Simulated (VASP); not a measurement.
These are PBEsol GGA, VASP's PBE PAW potentials (set 64) (plane waves; VASP) values and carry that method's errors.

VASP ran on this input.

**KPOINTS**
```
k-points along high-symmetry lines
15
Line-mode
Reciprocal
  0.000000   0.000000   0.000000 ! GAMMA
  0.000000   0.500000   0.000000 ! X

  0.000000   0.500000   0.000000 ! X
  0.500000   0.500000   0.000000 ! M

  0.500000   0.500000   0.000000 ! M
  0.000000   0.000000   0.000000 ! GAMMA

  0.000000   0.000000   0.000000 ! GAMMA
  0.500000   0.500000   0.500000 ! R

  0.500000   0.500000   0.500000 ! R
  0.000000   0.500000   0.000000 ! X

  0.500000   0.500000   0.500000 ! R
  0.500000   0.500000   0.000000 ! M
```

INCAR:
```
ALGO  =  Normal
EDIFF  =  1E-7
ENCUT  =  400
GGA  =  PS
ICHARG  =  11
ISMEAR  =  0
LASPH  =  .TRUE.
LCHARG  =  .FALSE.
LMAXMIX  =  6
LORBIT  =  11
LREAL  =  .FALSE.
LWAVE  =  .FALSE.
NELM  =  100
PREC  =  Accurate
SIGMA  =  0.05
SYSTEM  =  LuHg
```

**POSCAR**
```
LuHg
1
    3.5850366455     0.0000000000     0.0000000000
   -0.0000000000     3.5850366455    -0.0000000000
   -0.0000000000    -0.0000000000     3.5850366455
Hg Lu
1 1
Direct
  0.0000000000   0.0000000000   0.0000000000
  0.5000000000   0.5000000000   0.5000000000
```

POTCAR, in this order: Hg Lu_3 (PBE.64 set). Program: vasp_std. Read from the step before: CHGCAR.

Output

### OUTCAR
```
 ion  position               nearest neighbor table
   1  0.000  0.000  0.000-   2 3.10   2 3.10   2 3.10   2 3.10   2 3.10   2 3.10   2 3.10   2 3.10
  LATTYP: Found a simple cubic cell.
 ALAT       =     3.5850366455
 Subroutine PRICEL returns:
 Original cell was already a primitive cell.
 Subroutine GETGRP returns: Found 48 space group operations
The static configuration has the point symmetry O_h .
The dynamic configuration has the point symmetry O_h .
 Subroutine INISYM returns: Found 48 space group operations
   k-points           NKPTS =     90   k-points in BZ     NKDIM =     90   number of bands    NBANDS=     14
   number of dos      NEDOS =    301   number of ions     NIONS =      2
   total plane-waves  NPLWV =  13824
   dimension x,y,z NGX =    24 NGY =   24 NGZ =   24
   dimension x,y,z NGXF=    48 NGYF=   48 NGZF=   48
   ions per type =               1   1
   PREC   = accura    normal or accurate (medium, high low for compatibility)
   ISTART =      0    job   : 0-new  1-cont  2-samecut
   ICHARG =     11    charge: 1-file 2-atom 10-const
   ISPIN  =      1    spin polarized calculation?
   LNONCOLLINEAR =      F non collinear calculations
   LSORBIT =      F    spin-orbit coupling
   INIWAV =      1    electr: 0-lowe 1-rand  2-diag
   ENCUT  =  400.0 eV  29.40 Ry    5.42 a.u.   5.85  5.85  5.85*2*pi/ulx,y,z
   NELM   =    100;   NELMIN=  2; NELMDL= -5     # of ELM steps
   EDIFF  = 0.1E-06   stopping-criterion for ELM
   LREAL  =      F    real-space projection
   NLSPLINE    = F    spline interpolate recip. space projectors
   LMAXMIX     =    6 max onsite mixed and CHGCAR
   VOSKOWN=      0    Vosko Wilk Nusair interpolation
   EDIFFG = 0.1E-05   stopping-criterion for IOM
   NSW    =      0    number of steps for IOM
   NBLOCK =      1;   KBLOCK =      1    inner block; outer block
   IBRION =     -1    ionic relax: 0-MD 1-quasi-New 2-CG
   NFREE  =      0    steps in history (QN), initial steepest desc. (CG)
   ISIF   =      2    stress and relaxation
   ISYM   =      2    0-nonsym 1-usesym 2-fastsym
   TEIN   =    0.0    initial temperature
   TEBEG  =    0.0;   TEEND  =   0.0 temperature during run
   SMASS  =  -3.00    Nose mass-parameter (am)
   PSTRESS=    0.0 pullay stress
   NELECT =      21.0000    total number of electrons
   EFERMI =   0.00;   METHOD = LEGACY
   ISMEAR =     0;   SIGMA  =   0.05  broadening in eV -4-tet -1-fermi 0-gaus
   IALGO  =     38    algorithm
   LDIAG  =      T    sub-space diagonalisation (order eigenvalues)
   IMIX   =      4    mixing-type and parameters
     AMIX     =   0.40;   BMIX     =  1.00
     AMIX_MAG =   1.60;   BMIX_MAG =  1.00
     AMIN     =   0.10
   GGA     = PS    functional components
   VOSKOWN =     0    Vosko Wilk Nusair interpolation
   LHFCALC =     F    Hartree Fock is set to
   LHFONE  =     F    Hartree Fock one center treatment
   AEXX    =    0.0000 exact exchange contribution
   IVDW    =     0    specifies the selected vdW correction
   LEPSILON=     F    determine dielectric tensor
   LRPA    =     F    only Hartree local field effects (RPA)
  energy-cutoff  :      400.00
  volume of cell :       46.08
      direct lattice vectors                 reciprocal lattice vectors
     3.585036645  0.000000000  0.000000000     0.278937177  0.000000000  0.000000000
     0.000000000  3.585036645  0.000000000     0.000000000  0.278937177  0.000000000
     0.000000000  0.000000000  3.585036645     0.000000000  0.000000000  0.278937177
 k-point     1 :   0.0000 0.0000 0.0000  plane waves:     847
 k-point     2 :   0.0000 0.0357 0.0000  plane waves:     827
 k-point     3 :   0.0000 0.0714 0.0000  plane waves:     827
 k-point     4 :   0.0000 0.1071 0.0000  plane waves:     835
 k-point     5 :   0.0000 0.1429 0.0000  plane waves:     839
 k-point     6 :   0.0000 0.1786 0.0000  plane waves:     832
 k-point     7 :   0.0000 0.2143 0.0000  plane waves:     832
 k-point     8 :   0.0000 0.2500 0.0000  plane waves:     844
 k-point     9 :   0.0000 0.2857 0.0000  plane waves:     832
 k-point    10 :   0.0000 0.3214 0.0000  plane waves:     832
 k-point    11 :   0.0000 0.3571 0.0000  plane waves:     836
...
```

**OSZICAR**
```
       N       E                     dE             d eps       ncg     rms          rms(c)
DAV:   1     0.893857042211E+02    0.89386E+02   -0.89947E+03  3904   0.138E+03
DAV:   2    -0.411201636099E+01   -0.93498E+02   -0.91308E+02  4038   0.527E+02
DAV:   3    -0.661380760705E+01   -0.25018E+01   -0.24949E+01  3834   0.676E+01
DAV:   4    -0.663708613730E+01   -0.23279E-01   -0.22941E-01  3384   0.388E+00
DAV:   5    -0.663745020359E+01   -0.36407E-03   -0.36320E-03  3544   0.553E-01
DAV:   6    -0.663745456198E+01   -0.43584E-05   -0.43584E-05  3636   0.729E-02
DAV:   7    -0.663745466154E+01   -0.99554E-07   -0.99210E-07  3516   0.117E-02
   1 F= -.66374547E+01 E0= -.66360054E+01  d E =-.289862E-02
```

**OUTCAR**
```
 val. band max:        3.9889031343   @ k =   0.2143   0.2143   0.2143

 cond. band min:       4.0910197046   @ k =   0.1786   0.1786   0.0000



 k-point     1 :       0.0000    0.0000    0.0000
  band No.  band energies     occupation
      1     -23.3428      2.00000
      2     -23.3428      2.00000
      3     -23.3428      2.00000
      4      -4.9931      2.00000
      5      -4.1185      2.00000
      6      -4.1185      2.00000
      7      -3.4099      2.00000
      8      -3.4099      2.00000
      9      -3.4099      2.00000
     10       4.4365      0.00000
     11       4.4365      0.00000
     12       8.5240      0.00000
     13       8.5270      0.00000
     14       8.5386      0.00000

 k-point     2 :       0.0000    0.0357    0.0000
  band No.  band energies     occupation
      1     -23.3453      2.00000
      2     -23.3426      2.00000
      3     -23.3426      2.00000
      4      -4.9728      2.00000
      5      -4.1162      2.00000
      6      -4.1109      2.00000
      7      -3.4118      2.00000
      8      -3.4118      2.00000
      9      -3.4089      2.00000
     10       4.4269      0.00000
     11       4.4324      0.00000
     12       8.1169      0.00000
     13       8.1189      0.00000
     14       8.4062      0.00000

 k-point     3 :       0.0000    0.0714    0.0000
  band No.  band energies     occupation
      1     -23.3530      2.00000
      2     -23.3421      2.00000
      3     -23.3421      2.00000
      4      -4.9125      2.00000
      5      -4.1092      2.00000
      6      -4.0883      2.00000
      7      -3.4174      2.00000
      8      -3.4174      2.00000
      9      -3.4060      2.00000
     10       4.3901      0.00000
     11       4.4204      0.00000
     12       7.7224      0.00000
     13       7.7224      0.00000
     14       8.0701      0.00000

 k-point     4 :       0.0000    0.1071    0.0000
  band No.  band energies     occupation
      1     -23.3653      2.00000
...
```

The density is held fixed in this step, so its total energy and stress have no physical meaning. Unless said otherwise, spin-orbit coupling is left out, though it shifts the bands of the heavy elements here.

The structure comes from a measured LuHg entry (Pm-3m) of the Crystallography Open Database, whose conditions weren't checked. It was relaxed first. The electron count is odd and the run is not spin-polarised, which forces a metal.
